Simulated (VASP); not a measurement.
Here is the system:

```
CELL_PARAMETERS angstrom
      1.81559    -3.14469     0.00000
      1.81559     3.14469     0.00000
      0.00000     0.00000     5.70998
ATOMIC_POSITIONS crystal
  Sn 0.00000 0.00000 0.00000
  S  0.33333 0.66667 0.25702
  S  0.66667 0.33333 0.74298
```

Method: LDA (Ceperley-Alder, Perdew-Zunger), VASP's LDA PAW potentials (set 64) (plane waves; VASP 6.6.1). Run with 500 eV cut-off, 7×7×4 Γ-centred mesh, Gaussian smearing of 0.050 eV, potentials Sn_d S.

**Question.** What does the run give for the energy per atom (σ→0)?

**Answer.** 
```
Quantity                        Value
---------------------  --------------
energy per atom (σ→0)  -5.023 eV/atom
```

Only differences to runs with the same potentials and settings are physical.

The compound is SnS2 in the 1T layered structure. It was relaxed first.
